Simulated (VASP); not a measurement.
All values below come from PBEsol GGA, VASP's PBE PAW potentials (set 64) (plane waves; VASP 6.6.1).

The input files of a VASP run:

### KPOINTS
```
Regular mesh
0
gamma
  6 6 6
```

INCAR:
```
# general
SYSTEM  = LiTaF6
PREC    = Accurate
ENCUT   = 400
LREAL   = .FALSE.
LASPH   = .TRUE.

# electronic loop
EDIFF   = 1E-6
NELM    = 100
ALGO    = Normal
LMAXMIX = 6

# smearing
ISMEAR  = 0
SIGMA   = 0.01

# functional
GGA     = PS

# ions
ISIF    = 2

# output
LWAVE   = .FALSE.
LCHARG  = .FALSE.
```

**POSCAR**
```
LiTaF6
4.435480
  0.5710716766   0.3297083968   1.0000000000
 -0.5710716766   0.3297083968   1.0000000000
  0.0000000000  -0.6594167937   1.0000000000
Li Ta F
1 1 6
Cart
  0.0000000000   0.0000000000   1.5000000000
  0.0000000000   0.0000000000   0.0000000000
  0.2308745706  -0.2726302683   1.7560270000
 -0.2308745706   0.2726302683   1.2439730000
  0.1206674453   0.3362583838   1.7560270000
 -0.1206674453  -0.3362583838   1.2439730000
 -0.3515420159  -0.0636281155   1.7560270000
  0.3515420159   0.0636281155   1.2439730000
```

POTCAR, in this order: Li_sv Ta_pv F (PBE.64 set). Program: vasp_std.

Output

OUTCAR:
```
 ion  position               nearest neighbor table
   1  0.500  0.500  0.500-   7 1.95   8 1.95   3 1.95   4 1.95   5 1.95   6 1.95
   2  0.000  0.000  0.000-   3 1.87   4 1.87   7 1.87   8 1.87   5 1.87   6 1.87
   3  0.650  0.245  0.861-   2 1.87   1 1.95
   4  0.350  0.755  0.139-   2 1.87   1 1.95
   5  0.861  0.650  0.245-   2 1.87   1 1.95
   6  0.139  0.350  0.755-   2 1.87   1 1.95
   7  0.245  0.861  0.650-   2 1.87   1 1.95
   8  0.755  0.139  0.350-   2 1.87   1 1.95
  LATTYP: Found a trigonal (rhomboedric) cell.
 ALAT       =     5.3130135465
 COS(alpha) =     0.5454196489
 Subroutine PRICEL returns:
 Original cell was already a primitive cell.
 Subroutine GETGRP returns: Found  6 space group operations
The static configuration has the point symmetry S_6 .
The dynamic configuration has the point symmetry S_6 .
 Subroutine INISYM returns: Found  6 space group operations
 Subroutine IBZKPT returns following result:
 Found     40 irreducible k-points:

 Following reciprocal coordinates:
            Coordinates               Weight
  0.000000  0.000000  0.000000      1.000000
  0.166667  0.000000 -0.000000      6.000000
  0.333333 -0.000000 -0.000000      6.000000
  0.500000 -0.000000 -0.000000      3.000000
  0.166667  0.166667 -0.000000      6.000000
  0.333333  0.166667 -0.000000      6.000000
 -0.333333  0.000000 -0.166667      6.000000
  0.500000  0.166667 -0.000000      6.000000
  0.500000  0.000000 -0.166667      6.000000
 -0.333333  0.166667  0.000000      6.000000
  0.333333 -0.000000 -0.166667      6.000000
 -0.166667  0.166667  0.000000      6.000000
  0.333333  0.333333 -0.000000      6.000000
  0.500000  0.333333 -0.000000      6.000000
  0.500000 -0.000000 -0.333333      6.000000
 -0.333333  0.333333  0.000000      6.000000
  0.500000  0.500000 -0.000000      3.000000
...
```

**OSZICAR**
```
       N       E                     dE             d eps       ncg     rms          rms(c)
DAV:   1     0.459914608637E+03    0.45991E+03   -0.28818E+04  2664   0.143E+03
DAV:   2    -0.290436091592E+02   -0.48896E+03   -0.48129E+03  3071   0.413E+02
DAV:   3    -0.572812662207E+02   -0.28238E+02   -0.28185E+02  3613   0.106E+02
DAV:   4    -0.586660428807E+02   -0.13848E+01   -0.13836E+01  4408   0.143E+01
DAV:   5    -0.587073718828E+02   -0.41329E-01   -0.41327E-01  3204   0.176E+00    0.462E+01
DAV:   6    -0.521577908810E+02    0.65496E+01   -0.23304E+01  2721   0.393E+01    0.204E+01
DAV:   7    -0.520082447542E+02    0.14955E+00   -0.98876E-01  3270   0.712E+00    0.952E+00
DAV:   8    -0.519885256976E+02    0.19719E-01   -0.18164E-01  3166   0.299E+00    0.585E-01
DAV:   9    -0.519835818402E+02    0.49439E-02   -0.36067E-02  3150   0.127E+00    0.352E-01
DAV:  10    -0.519843271430E+02   -0.74530E-03   -0.20330E-03  3275   0.383E-01    0.551E-02
DAV:  11    -0.519845705590E+02   -0.24342E-03   -0.37327E-04  3139   0.130E-01    0.261E-02
DAV:  12    -0.519846338222E+02   -0.63263E-04   -0.75381E-05  3268   0.540E-02    0.116E-02
DAV:  13    -0.519846353507E+02   -0.15285E-05   -0.14722E-05  3253   0.283E-02    0.811E-03
DAV:  14    -0.519846359660E+02   -0.61536E-06   -0.36748E-06  2709   0.156E-02
   1 F= -.51984636E+02 E0= -.51984636E+02  d E =-.249300E-13
```

OUTCAR:
```
------------------------ aborting loop because EDIFF is reached ----------------------------------------
  FORCE on cell =-STRESS in cart. coord.  units (eV):
  Direction    XX          YY          ZZ          XY          YZ          ZX
  --------------------------------------------------------------------------------------
  Total       -0.8968071     -0.8968071     -0.8607629     -0.0000000      0.0000000      0.0000000
  in kB      -14.5752445    -14.5752455    -13.9894417     -0.0000003      0.0000000      0.0000000
  external PRESSURE =     -14.3799772 kB  Pullay stress =       0.0000000 kB
  volume of cell :       98.58
      direct lattice vectors                 reciprocal lattice vectors
     2.532977000  1.462415000  4.435480000     0.197396186  0.113966738  0.075151581
    -2.532977000  1.462415000  4.435480000    -0.197396186  0.113966738  0.075151581
     0.000000000 -2.924830000  4.435480000     0.000000000 -0.227933475  0.075151581
 POSITION                                       TOTAL-FORCE (eV/Angst)
 -----------------------------------------------------------------------------------
      0.00000      0.00000      6.65322         0.000000     -0.000000      0.000000
      0.00000      0.00000      0.00000        -0.000000     -0.000000      0.000000
      1.02404     -1.20925      7.78882        -0.919644      0.060196     -0.632297
     -1.02404      1.20925      5.51762         0.919644     -0.060196      0.632297
      0.53522      1.49147      7.78882         0.407691     -0.826533     -0.632297
     -0.53522     -1.49147      5.51762        -0.407691      0.826533      0.632297
     -1.55926     -0.28222      7.78882         0.511953      0.766337     -0.632297
      1.55926      0.28222      5.51762        -0.511953     -0.766337      0.632297
 -----------------------------------------------------------------------------------
    total drift:                                0.000000      0.000000     -0.000000
  FREE ENERGIE OF THE ION-ELECTRON SYSTEM (eV)
  ---------------------------------------------------
  free  energy   TOTEN  =       -51.9846359660 eV

  energy  without entropy=      -51.9846359660  energy(sigma->0) =      -51.98463597
```
(Selected blocks of OUTCAR.)

At this cut-off the stress carries a Pulay error, which pulls relaxed volumes low.

The structure comes from a computed database's LiTaF6 entry; how it stands against other phases isn't given here. The cell was not relaxed at this level, and its volume differs by -5.9 % from the start's.
